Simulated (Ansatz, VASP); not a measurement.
# Cross-check of HfB2 between VASP and Ansatz, part 2 of 2

Aim: how closely do two programs agree when they are given the same cell, functional and k mesh? The cell is taken from a series of runs on this material, whose earlier steps may have relaxed, scaled, displaced or heated it; both programs get it as it stands.

VASP 6.6.1 and Ansatz 0.2.0.

So far: Starting point; VASP: zone-centre phonons, PBEsol.

## (3) Ansatz: zone-centre phonons, PBEsol

Level of this step: Ansatz beside VASP: Kohn-Sham DFT, plane waves, PBEsol (Ansatz).

Ansatz runs on its PAW soft_1 files.

The same cell, functional, mesh and smearing now go to Ansatz, which takes its cutoff from its data sets.

Contents of input.yaml:

```yaml
crystal:
  lattice:
    - [3.1271564262, 0.0, 0.0]
    - [-1.5635782131, 2.7081969067, 0.0]
    - [0.0, 0.0, 3.4471990214]
  atoms:
    - { symbol: B, position: [0.3333333333, 0.6666666667, 0.5] }
    - { symbol: B, position: [0.6666666667, 0.3333333333, 0.5] }
    - { symbol: Hf, position: [0.0, 0.0, 0.0] }
kpoints:
  mp_grid: { grid: [15, 15, 12] }
hamiltonian:
  xc: pbesol
  pseudopotentials: { kind: paw, azcp: { folder: soft_1 }, xc_functional: pbe }
scf:
  occupations: { method: methfessel_paxton, width: 0.2 }
output:
  eigenvalues: true
phonons:
  method: dfpt
```

On the command line:

```console
ansatz run input.yaml --threads 4 --pin off --max-ram 10240MiB --backend cpu --events-out ev --progress --plain --runs-dir out
```

Numbers of over 12 decimals in the logs are rounded to 6 here.

The program printed:

```text
zone centre: on kpoints.mp_grid the ground state, and the responses unless they are solved on pairs of k-points, stand on 448 of the mesh's 2700 k-points, reduced under 4 symmetry operations, with k and −k counted as one. Each operation leaves every solved displacement unchanged or reverses it
Engine: ansatz 0.2.0, aarch64-unknown-linux-gnu
Pseudopotentials: kind: paw
Pseudopotential: B, paw, valence charge 3, recommended cutoff 420 eV (normal), soft_1/B.paw.azcp
Pseudopotential: Hf, paw, valence charge 26, recommended cutoff 420 eV (normal), soft_1/Hf.paw.azcp
Functional definition: PBEsol
  exchange = pbesol_x
  correlation = pbesol_c
Crystal: 3 atoms, lattice volume = 29.194 Å³
Basis set: ecut = 420 eV, 563 PW (Γ), exchange–correlation on 48×48×48 points (8 copies of the dense FFT grid, shifted against one another)
Bands: 20, of which v1, the nominal top of the filled ones, is band 16 counted from 1 (15 counted from 0)
Symmetry: 24 space group operations
k-points: 448 of 2700 (irreducible under 4 space group operations, time reversal used)
Non-local potential: B, projectors of the file, l = 0: 2, l = 1: 2, l = 2: 1
Non-local potential: Hf, projectors of the file, l = 0: 3, l = 1: 2, l = 2: 2, l = 3: 3
PAW form: soft (Blöchl's): semilocal exchange-correlation on the pseudo side does not see the compensation charge
PAW frozen core: B, regenerated for the run's functional, and the local potential with it (the file was generated under x = pbe(κ = 0.804, μ = 0.219515), c = pbe(β = 0.066725))
PAW frozen core: Hf, regenerated for the run's functional, and the local potential with it (the file was generated under x = pbe(κ = 0.804, μ = 0.219515), c = pbe(β = 0.066725))
PAW one-centre angular grid: B, 110 points (default); XC on 64 Gauss nodes
PAW one-centre angular grid: Hf, 590 points (default); XC on 64 Gauss nodes
Initial density: superposition of atomic densities (chi_scale 0.1, normalization cell, long waves kept (reshape's long-wave potential 0.00 eV rms))
Initial wavefunctions: pseudopotential atomic-orbital guess
Functional: x = pbesol(κ = 0.804, μ = 0.123457), c = pbesol(β = 0.046)
SCF iter   1: F=—  HF=-15907.975106 eV  |F-HF|=—  |Δ(HF+E_count)|=         —  Δρ=6.48e-2  dr2=1.90e0  ethr=3.10e-3  ⟨swp⟩=4.1  Hψ=34927  notcnv=0
preconditioner: auto → none  [metal: Δε(μ)=0.037 eV  Ē_g=16.666 eV  σ=0.200 eV  W_gap=0.15  n_scr=8 (ndim 8)  ℏωp=37.6 eV  f_vac=0.000  D(μ)=0.24/eV (n_scr^D=0)  sad-step TF]
SCF iter   2: F=—  HF=-15907.570898 eV  |F-HF|=—  |Δ(HF+E_count)|=   4.04e-1  S|Δr|=    0.00e0  Δρ=3.44e-2  dr2=5.54e-1  ethr=3.10e-3  ⟨swp⟩=3.0  Hψ=19115  notcnv=0
SCF iter   3: F=—  HF=-15907.442439 eV  |F-HF|=—  |Δ(HF+E_count)|=   1.28e-1  S|Δr|=    0.00e0  Δρ=1.14e-2  dr2=2.61e-2  ethr=1.73e-3  ⟨swp⟩=2.1  Hψ=18691  notcnv=0
SCF iter   4: F=—  HF=-15907.380228 eV  |F-HF|=—  |Δ(HF+E_count)|=   6.22e-2  S|Δr|=    0.00e0  Δρ=2.93e-3  dr2=1.21e-3  ethr=8.14e-5  ⟨swp⟩=2.2  Hψ=17575  notcnv=0
SCF iter   5: F=—  HF=-15907.383413 eV  |F-HF|=—  |Δ(HF+E_count)|=   3.18e-3  S|Δr|=    0.00e0  Δρ=7.99e-4  dr2=2.35e-4  ethr=3.79e-6  ⟨swp⟩=2.0  Hψ=16470  notcnv=0
SCF iter   6: F=—  HF=-15907.383234 eV  |F-HF|=—  |Δ(HF+E_count)|=   1.79e-4  S|Δr|=    0.00e0  Δρ=1.26e-4  dr2=8.89e-6  ethr=7.35e-7  ⟨swp⟩=2.0  Hψ=16136  notcnv=0
SCF iter   7: F=—  HF=-15907.383234 eV  |F-HF|=—  |Δ(HF+E_count)|=   5.46e-7  S|Δr|=    0.00e0  Δρ=2.88e-5  dr2=2.54e-7  ethr=2.78e-8  ⟨swp⟩=2.7  Hψ=15608  notcnv=0
SCF iter   8: F=—  HF=-15907.383233 eV  |F-HF|=—  |Δ(HF+E_count)|=   1.03e-6  S|Δr|=    0.00e0  Δρ=2.57e-6  dr2=7.13e-10  ethr=7.94e-10  ⟨swp⟩=2.6  Hψ=15222  notcnv=0
SCF iter   9: F=—  HF=-15907.383233 eV  |F-HF|=—  |Δ(HF+E_count)|=  1.29e-10  S|Δr|=    0.00e0  Δρ=2.02e-7  dr2=1.89e-11  ethr=2.23e-12  ⟨swp⟩=2.1  Hψ=16172  notcnv=0
SCF iter  10: F=-15907.383233 eV  HF=-15907.383233 eV  |F-HF|=7.28e-12  |Δ(HF+E_count)|=  5.46e-12  S|Δr|=    0.00e0  Δρ=1.54e-8  dr2=6.07e-14  ethr=1.00e-12  ⟨swp⟩=5.4  Hψ=40170  notcnv=0
the search or the solves at the SCF's close seem to have found levels that the self-consistency loop had missed (the run counts 3). By its estimate they hold under 1e-12 electrons; where the run keeps them, the occupations were computed again with them
SCF 1 converged in 10 iterations: F = -15907.383233 eV  dr2 = 6.07e-14
  greatest PAW one-centre occupation: 0.998 electrons in one spin orbital (limit 2), on the Hf atom at site 2 (counted from 0), in its partial waves of l = 0
DFPT response loops at Γ: preconditioner auto → Kerker (q_TF=auto, 2.770 Å⁻¹) (partly filled bands, converged f_vac=0.000); β = 1.00, the filter's whole step (`scf.mixing.beta` (0.50) is not read by the response loops under this deck's `scf.mixing.preconditioner`; to damp them name `kerker` or `kerker_dos`, under which they read `scf.mixing.beta`, and type it under 1.00, their step now; both keys bind the ground state too); Broyden in place of MSR1
SCF converged after 10 iterations
Stability not checked: this state was not tested for a lower state beside it, because cold or Methfessel-Paxton smearing, or corrected tetrahedra, fill the levels in a way that the test cannot read (fill_not_monotonic; see scf.lower_state_search)
Free energy (F): -15907.383233 eV
Harris-Foulkes:  -15907.383233 eV  (|F-HF|=7.28e-12)
Internal energy: -15907.383642 eV  (E = F + TS)
E sigma→0 (E₀):  -15907.383335 eV
Entropy (-TS):   0.000409 eV (0.136 meV/atom)
Fermi energy:    19.422278 eV
--- Per-component energies (eV) ---
  E_band       = 95.192091
  E_kinetic    = 512.786705
  E_local      = -6474.803909  (includes V_loc(G=0)·N_el)
  E_nonlocal   = 82.035957
  E_hartree    = 3190.235737
  E_xc         = -332.862532
  E_vxc        = -335.787462  (∫ρ·V_xc dr)
  E_paw        = -7727.534809  (= ΣΔE_a)
  E_vpaw       = -69.510777  (= ΣTr[D̂ρ^β])
  E_aug_tail   = 0.000119  (compensation charges beyond the density's cutoff)
  E_ewald      = -5158.521387
  E_core_change = 1.280478  (= ΣΔE_core)
  E_smearing   = 0.000409  (= −TS)
  E_closure    = -0.000000  (closes the sum)
  Σ components = -15907.383233   (vs F -15907.383233, Δ=0.00e0)
--- Band table (eV; the first three rows and the last of 448) ---
  k-point 0: bands = [... 12 lower, 16.3324, 16.4234, 16.4234, 16.7511, 23.4497, 23.4497, 24.1758, 24.1758]
  k-point 1: bands = [... 12 lower, 15.4580, 16.4973, 16.4973, 17.5857, 22.5962, 22.5962, 23.9264, 23.9264]
  k-point 2: bands = [... 12 lower, 14.3692, 16.7158, 16.7158, 18.5817, 21.5719, 21.5719, 23.2727, 23.2727]
  k-point 447: bands = [... 12 lower, 12.1089, 14.2656, 14.8962, 16.4465, 23.5188, 24.6219, 24.8703, 26.0812]
--- Phonons (Γ-DFPT): 4 representative perturbations + reference, on 448 of 2700 k-points (Σ response iterations 12) ---
  k mesh reduced under 4 symmetry operations, with k and −k counted as one. Each operation leaves every solved displacement unchanged or reverses it
  ASR residual: 6.963e-6 → 0.000e0 eV/Å²; symmetrization residual: 9.068e-7 eV/Å²
  ASR residual per site (eV/Å²): 6.96e-6 6.96e-6 4.95e-6
  Γ frequencies (cm⁻¹): 0.00 0.00 0.00 450.37 450.37 477.01 559.03 820.70 820.70
  non-analytic LO–TO correction: not included (Born effective charges unavailable; polar crystals: no LO–TO splitting at Γ)
```

Reading the cycles: dr2 is the Hartree energy of the density residual (eV), the measure of convergence; HF is the Harris–Foulkes estimate of the energy, which meets the free energy F at convergence.

## (4) Differences

Known differences besides the potentials themselves: the data sets hold 32 valence electrons in Ansatz (on its PAW soft_1 files) and 16 in VASP; the cutoff is 420 eV in Ansatz and 500 eV in VASP; Ansatz makes its cores anew for this functional, VASP keeps those of its PBE data sets. Total energies have different zeros and are not compared.

Both answers:

```csv
quantity,Ansatz,VASP,difference
optical mode 1 to 2 (cm⁻¹),450.4,451.8,-0.32 %
optical mode 3 (cm⁻¹),477.0,478.2,-0.26 %
optical mode 4 (cm⁻¹),559.0,560.0,-0.16 %
optical mode 5 to 6 (cm⁻¹),820.7,825.0,-0.53 %
```

Modes are paired by rising frequency, not by their patterns, so a pair may set unlike modes beside each other; they are those without the splitting of longitudinal modes.

## (5) Summary of results

```json
{
  "r.m.s. difference of the optical zone-centre modes, each program's sorted by frequency (zone-centre phonons, PBEsol)": "2.7 cm⁻¹",
  "difference in optical mode 5 to 6 (zone-centre phonons, PBEsol)": "-0.5 %"
}
```

The r.m.s. difference of the optical zone-centre modes, each program's sorted by frequency is 2.7 cm⁻¹ (zone-centre phonons, PBEsol). The data sets hold unlike numbers of valence electrons (32 in Ansatz and 16 in VASP), so part of the differences comes from the potentials. Among the rows given in per cent, the largest difference of the zone-centre phonons, PBEsol pair is in optical mode 5 to 6, -0.5 %. How closely two codes agree says nothing of how well the functional describes the real material.

[Lines on the potential files, build, host, timing and source positions are cut from VASP's logs without a mark.]

[Logs are printed without paths, hosts, clocks, repeated set-up lines and the standing remarks that a program may print on its own settings, such as how far it seeks lower states.]

[Hosts, paths, dates, database ids (printed as entryN), source tags and the programs' standing remarks are cut or masked in the printed files.]
